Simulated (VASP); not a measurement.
# BaPm3: single point with PBE

The system is BaPm3.

```
Pm Ba
1.0
    -2.70878    2.70878    5.23353
     2.70878   -2.70878    5.23353
     2.70878    2.70878   -5.23353
Pm Ba
3 1
Direct
  0.50000 0.50000 0.00000
  0.25000 0.75000 0.50000
  0.75000 0.25000 0.50000
  0.00000 0.00000 0.00000
```

The cell comes from a database or a generator and needn't be the stable form of this composition.

```json
{
 "Program": "VASP 6.6.1",
 "Task": "single point",
 "Functional": "PBE",
 "Potentials or basis": "VASP PAW PBE potentials, release 64 (Pm, Ba_sv)",
 "Cutoff": "520 eV",
 "k mesh": "7 × 7 × 7",
 "Occupations": "fermi-dirac, width 0.05 eV",
 "Spin": "collinear spin, ferromagnetic start",
 "Starting moments": "[4.0, 4.0, 4.0, 0.0] μB"
}
```

The pressure is 1.7 GPa. The band gap on the k mesh is none (metal or under the smearing width), the net moment is 16.75 μB per cell and the site moments are Pm +4.67, +4.68; Ba +0.19 μB. The valence electrons inside the program's atomic spheres are Pm 12.40, 12.41; Ba 8.09.

Stress tensor (GPa, compression positive):
```
1.67 0.00 0.00
0.00 1.67 0.00
0.00 0.00 1.80
```

Levels at points of the mesh, in eV from the Fermi level:
Spin up:
| k point | band 32 | band 33 | band 34 | band 35 | band 36 | band 37 | band 38 | band 39 | band 40 |
| --- | --- | --- | --- | --- | --- | --- | --- | --- | --- |
| (0.00, 0.00, 0.00) | -0.16 | -0.10 | -0.10 | -0.02 | -0.02 | 0.00 | 0.16 | 0.22 | 0.31 |
Spin down:
```tsv
k point	band 17	band 18	band 19	band 20	band 21	band 22
(0.00, 0.00, 0.00)	-3.01	-1.13	-0.15	-0.08	0.29	1.33
```

It took 48 min on 1 thread of AMD EPYC 9R45 96-Core Processor (Zen 5) (shared host), peak memory 0.64 GiB.

Caveat: the magnetic or orbital state may not be the lowest; spin-orbit coupling is left out, which moves the levels of the heavy elements; without U or exact exchange the open f shell lies at the Fermi level, which spoils levels, moments and volumes. The state reached can hang on the start; a lower one may exist.
